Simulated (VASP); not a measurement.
Consider the following.

```
CELL_PARAMETERS angstrom
      0.00000     2.72255     2.72255
      2.72255     0.00000     2.72255
      2.72255     2.72255     0.00000
ATOMIC_POSITIONS crystal
  Ga 0.00000 0.00000 0.00000
  P  0.24082 0.25918 0.24082
```

Computed with r2SCAN meta-GGA, VASP's PBE PAW potentials (set 64) (plane waves; VASP 6.6.1). Numerical set-up: 480 eV cut-off, 8×8×8 Γ-centred mesh, Gaussian smearing of 0.050 eV, potentials Ga_d P.

### Question
Which forces act on the atoms, in eV/Å?

### Answer

```json
[
 {"atom": "Ga1", "Fx": "0.000", "Fy": "-0.516", "Fz": "0.000"},
 {"atom": "P2", "Fx": "0.000", "Fy": "0.516", "Fz": "0.000"}
]
```

### Question
Give the stress tensor in GPa (positive for a compressed cell).

### Answer

```
0.35  0.00  1.50
0.00  0.24  0.00
1.50  0.00  0.35
```
The pressure is its mean diagonal, 0.31 GPa.

The compound is GaP in the zinc blende structure. This cell was strained or had an atom moved on purpose.
